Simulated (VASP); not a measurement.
# SrTl2Ge2 (I4/mmm) in VASP: notebook, part 2 of 2

VASP 6.6.1.

## 4. Single point, PBEsol

INCAR reads:

```
  ALGO = Normal
  EDIFF = 1E-6
  ENCUT = 520
  GGA = PS
  ISIF = 2
  ISMEAR = -1
  LASPH = True
  LCHARG = False
  LREAL = False
  LWAVE = False
  NBANDS = 40
  NELM = 60
  PREC = Accurate
  SIGMA = 0.1
```

KPOINTS reads:

```
k-points
0
Gamma
  4 4 4
```

POSCAR reads:

```
SrTl2Ge2
1.0
    0.0000000000      4.7627980000      0.0000000000
    4.7627980000      0.0000000000      0.0000000000
    2.3813990000      2.3813990000     -5.8063320000
Ge Tl Sr
2 2 1
Direct
    0.3860000000      0.3860000000      0.2280000000
    0.6140000000      0.6140000000      0.7720000000
    0.7500000000      0.2500000000      0.5000000000
    0.2500000000      0.7500000000      0.5000000000
    0.0000000000      0.0000000000      0.0000000000
```

Potentials or basis: VASP PAW PBE potentials, release 64 (Ge_d, Tl_d, Sr_sv).

The run is started by

```sh
$ cat potpaw_PBE.64/Ge_d/POTCAR potpaw_PBE.64/Tl_d/POTCAR potpaw_PBE.64/Sr_sv/POTCAR > POTCAR
$ mpirun -np 1 vasp_std > vasp.out
```

OUTCAR:

```text
EDIFF = 1E-6
   ENCUT = 520
   GGA = PS
   ISIF = 2
   ISMEAR = -1
   LASPH = True
   LREAL = False
   NELM = 60
   PREC = Accurate

 ion  position               nearest neighbor table
   1  0.386  0.386  0.228-   2 2.65   3 2.86   4 2.86   4 2.86   3 2.86   5 3.62   5 3.62   5 3.62
                             5 3.62
   2  0.614  0.614  0.772-   1 2.65   3 2.86   4 2.86   3 2.86   4 2.86   5 3.62   5 3.62   5 3.62
                             5 3.62
   3  0.750  0.250  0.500-   1 2.86   2 2.86   1 2.86   2 2.86   4 3.37   4 3.37   4 3.37   4 3.37
                             5 3.75   5 3.75   5 3.75   5 3.75
   4  0.250  0.750  0.500-   1 2.86   2 2.86   1 2.86   2 2.86   3 3.37   3 3.37   3 3.37   3 3.37
                             5 3.75   5 3.75   5 3.75   5 3.75
   5  0.000  0.000  0.000-   2 3.62   1 3.62   2 3.62   1 3.62   1 3.62   2 3.62   2 3.62   1 3.62
                             4 3.75   3 3.75   4 3.75   3 3.75   3 3.75   4 3.75   4 3.75   3 3.75

  LATTYP: Found a body centered tetragonal cell.
 ALAT       =     4.7627980000
 C/A-ratio  =     2.4382020821

  Lattice vectors:

 A1 = (  -2.3813990000,   2.3813990000,   5.8063320000)
 A2 = (   2.3813990000,  -2.3813990000,   5.8063320000)
 A3 = (   2.3813990000,   2.3813990000,  -5.8063320000)

Analysis of symmetry for initial positions (statically):
=====================================================================
 Subroutine PRICEL returns:
 Original cell was already a primitive cell.

 Routine SETGRP: Setting up the symmetry group for a
 body centered tetragonal supercell.

 Subroutine GETGRP returns: Found 16 space group operations
 (whereof 16 operations were pure point group operations)
 out of a pool of 16 trial point group operations.

The static configuration has the point symmetry D_4h.

Analysis of symmetry for dynamics (positions and initial velocities):
=====================================================================
 Subroutine PRICEL returns:
 Original cell was already a primitive cell.

 Routine SETGRP: Setting up the symmetry group for a
 body centered tetragonal supercell.

 Subroutine GETGRP returns: Found 16 space group operations
 (whereof 16 operations were pure point group operations)
 out of a pool of 16 trial point group operations.

The dynamic configuration has the point symmetry D_4h.

 Subroutine INISYM returns: Found 16 space group operations
 (whereof 16 operations are pure point group operations),
 and found     1 'primitive' translations

----------------------------------------------------------------------------------------

                                     Primitive cell

  volume of cell :     131.7123

  direct lattice vectors                    reciprocal lattice vectors
     0.000000000  4.762798000  0.000000000     0.000000000  0.209960616  0.086112885
     4.762798000  0.000000000  0.000000000     0.209960616  0.000000000  0.086112885
     2.381399000  2.381399000 -5.806332000     0.000000000  0.000000000 -0.172225770

  length of vectors
     4.762798000  4.762798000  6.712347852     0.226933667  0.226933667  0.172225770

  position of ions in fractional coordinates (direct lattice)
     0.386000000  0.386000000  0.228000000
     0.614000000  0.614000000  0.772000000
     0.750000000  0.250000000  0.500000000
     0.250000000  0.750000000  0.500000000
     0.000000000  0.000000000  0.000000000
[... 42 lines left out ...]
 -0.250000  0.250000  0.000000      4.000000
  0.500000  0.500000  0.000000      2.000000
  0.000000  0.000000  0.250000      2.000000
  0.500000  0.000000  0.250000      4.000000
 -0.250000  0.000000  0.250000      8.000000
  0.500000  0.500000  0.250000      2.000000
 -0.250000 -0.250000  0.250000      4.000000
  0.000000  0.000000  0.500000      1.000000
   k-points           NKPTS =     13   k-points in BZ     NKDIM =     13   number of bands    NBANDS=     40
   number of dos      NEDOS =    301   number of ions     NIONS =      5
   total plane-waves  NPLWV =  64800
   dimension x,y,z NGX =    36 NGY =   36 NGZ =   50
   dimension x,y,z NGXF=    72 NGYF=   72 NGZF=  100
   ions per type =               2   2   1
   NGX,Y,Z   is equivalent  to a cutoff of  12.57, 12.57, 12.38 a.u.
   NGXF,Y,Z  is equivalent  to a cutoff of  25.13, 25.13, 24.77 a.u.
 SYSTEM =  unknown system
   PREC   = accura    normal or accurate (medium, high low for compatibility)
   ISTART =      0    job   : 0-new  1-cont  2-samecut
   ICHARG =      2    charge: 1-file 2-atom 10-const
   ISPIN  =      1    spin polarized calculation?
   LNONCOLLINEAR =      F non collinear calculations
   LSORBIT =      F    spin-orbit coupling
   LASPH  =      T    aspherical Exc in radial PAW
   ENCUT  =  520.0 eV  38.22 Ry    6.18 a.u.   8.86  8.86 12.48*2*pi/ulx,y,z
   NELM   =     60;   NELMIN=  2; NELMDL= -5     # of ELM steps
   EDIFF  = 0.1E-05   stopping-criterion for ELM
   LREAL  =      F    real-space projection
   EDIFFG = 0.1E-04   stopping-criterion for IOM
   NSW    =      0    number of steps for IOM
   IBRION =     -1    ionic relax: 0-MD 1-quasi-New 2-CG
   NFREE  =      0    steps in history (QN), initial steepest desc. (CG)
   ISIF   =      2    stress and relaxation
   ISYM   =      2    0-nonsym 1-usesym 2-fastsym
   POTIM  = 0.5000    time-step for ionic-motion
   TEBEG  =    0.0;   TEEND  =   0.0 temperature during run
   PSTRESS=    0.0 pullay stress
   NELECT =      64.0000    total number of electrons
   NUPDOWN=      -1.0000    fix difference up-down
   EMIN   =  10.00;   EMAX   =-10.00  energy-range for DOS
   EFERMI =   0.00;   METHOD = LEGACY
   ISMEAR =    -1;   SIGMA  =   0.10  broadening in eV -4-tet -1-fermi 0-gaus
   EFERMI_NEDOS =   21; number of points for ismear=-14 and -15
   IALGO  =     38    algorithm
   IMIX   =      4    mixing-type and parameters
     AMIX     =   0.40;   BMIX     =  1.00
     AMIX_MAG =   1.60;   BMIX_MAG =  1.00
  volume/ion in A,a.u.               =      26.34       177.77
  Fermi-wavevector in a.u.,A,eV,Ry     =   1.287042  2.432157 22.537743  1.656477
  Thomas-Fermi vector in A             =   2.419080
   LORBIT       =      0    0 simple, 1 ext, 2 COOP (PROOUT), +10 PAW based schemes
   GGA     = PS    functional components
   LHFCALC =     F    Hartree Fock is set to
   AEXX    =    0.0000 exact exchange contribution
   IVDW    =     0    specifies the selected vdW correction
   LEPSILON=     F    determine dielectric tensor
   LRPA    =     F    only Hartree local field effects (RPA)
 non-spin polarized calculation
  energy-cutoff  :      520.00
  volume of cell :      131.71
 maximum number of plane-waves:      3576
   NGX = 17   NGY = 17   NGZ = 25

 number of electron      64.0000005 magnetization

 Free energy of the ion-electron system (eV)
  ---------------------------------------------------
  ext. energy  EPLUGINS =         0.00000000
  ---------------------------------------------------
  free energy    TOTEN  =       -17.69911959 eV

  energy without entropy =      -17.62223295  energy(sigma->0) =      -17.66067627

 E-fermi :   5.6099     XC(G=0): -10.1497

 val. band max:        5.5406029402   @ k =   0.0000   0.0000   0.0000
 cond. band min:       5.7746988179   @ k =  -0.2500  -0.2500   0.2500
 fundamental gap:      0.2340958776
 Fermi energy:         5.6098761518

 k-point     1 :       0.0000    0.0000    0.0000
  band No.  band energies     occupation
      1     -30.6249      2.00000
      2     -18.9123      2.00000
      3     -18.8670      2.00000
      4     -18.8670      2.00000
      5     -18.8318      2.00000
      6     -18.8281      2.00000
[... 548 lines left out ...]
     39       8.5183      0.00000
     40       8.7415      0.00000

------------------------ aborting loop because EDIFF is reached ----------------------------------------

  FORCE on cell =-STRESS in cart. coord.  units (eV):
  Direction    XX          YY          ZZ          XY          YZ          ZX
  --------------------------------------------------------------------------------------
  -------------------------------------------------------------------------------------
  Total        1.3661149      1.3661149      0.9272367      0.0000000      0.0000000      0.0000000
  in kB       16.6177270     16.6177270     11.2791148      0.0000000      0.0000000      0.0000000
  external PRESSURE =      14.8381896 kB  Pullay stress =       0.0000000 kB

 VOLUME and BASIS-vectors are now :
 -----------------------------------------------------------------------------
  energy-cutoff  :      520.00
  volume of cell :      131.71
      direct lattice vectors                 reciprocal lattice vectors
     0.000000000  4.762798000  0.000000000     0.000000000  0.209960616  0.086112885
     4.762798000  0.000000000  0.000000000     0.209960616  0.000000000  0.086112885
     2.381399000  2.381399000 -5.806332000     0.000000000  0.000000000 -0.172225770

 POSITION                                       TOTAL-FORCE (eV/Angst)
 -----------------------------------------------------------------------------------
      2.38140      2.38140     -1.32384        -0.000000     -0.000000      0.779512
      4.76280      4.76280     -4.48249         0.000000      0.000000     -0.779512
      2.38140      4.76280     -2.90317        -0.000000      0.000000      0.000000
      4.76280      2.38140     -2.90317        -0.000000     -0.000000      0.000000
      0.00000      0.00000      0.00000         0.000000      0.000000      0.000000
 -----------------------------------------------------------------------------------
    total drift:                                0.000000      0.000000     -0.000000

  FREE ENERGIE OF THE ION-ELECTRON SYSTEM (eV)
  ---------------------------------------------------
  free  energy   TOTEN  =       -17.6991195868 eV

  energy  without entropy=      -17.6222329528  energy(sigma->0) =      -17.66067627
```

stdout:

```text
POSCAR found type information on POSCAR GeTlSr
 POSCAR found :  3 types and       5 ions
 scaLAPACK will be used
 -----------------------------------------------------------------------------
|                                                                             |
|                                                                             |
|     You enforced a specific xc type in the INCAR file but a different       |
|     I HOPE YOU KNOW WHAT YOU ARE DOING!                                     |
|                                                                             |
 -----------------------------------------------------------------------------

 LDA part: xc-table for (Slater+PW92), standard interpolation
 POSCAR, INCAR and KPOINTS ok, starting setup
 FFT: planning ... GRIDC
 FFT: planning ... GRID_SOFT
 FFT: planning ... GRID
 WAVECAR not read
 entering main loop
```

Wall time 41 s (1 thread of AMD EPYC 9R45 (Zen 5), shared host); peak memory 0.24 GiB.

Results:

```yaml
Free_energy: -17.6991 eV
Pressure: 1.5 GPa
Largest_force: 0.780 eV/Å
Band_gap_on_the_k_mesh: none (metal or under the smearing width)
```

Forces in eV/Å, atoms in the order of the input:
```
Ge   0.000  0.000  0.780
Ge   0.000  0.000 -0.780
Tl   0.000  0.000  0.000
Tl   0.000  0.000  0.000
Sr   0.000  0.000  0.000
```

Levels at points of the mesh, in eV from the Fermi level:
| k point | band 30 | band 31 | band 32 | band 33 | band 34 | band 35 |
| --- | --- | --- | --- | --- | --- | --- |
| (0.00, 0.00, 0.00) | -2.57 | -0.70 | -0.70 | -0.07 | 0.30 | 0.94 |
| (0.50, 0.00, 0.00) | -1.54 | -1.48 | -0.58 | -0.13 | 0.37 | 1.70 |
| (0.50, 0.50, 0.00) | -3.03 | -2.20 | -0.57 | 0.52 | 1.16 | 2.96 |
| (0.00, 0.00, 0.50) | -2.71 | -1.51 | -0.50 | 0.68 | 0.68 | 2.07 |

Caveat: the PAW data sets were made with another functional, which shifts forces and pressure a little.
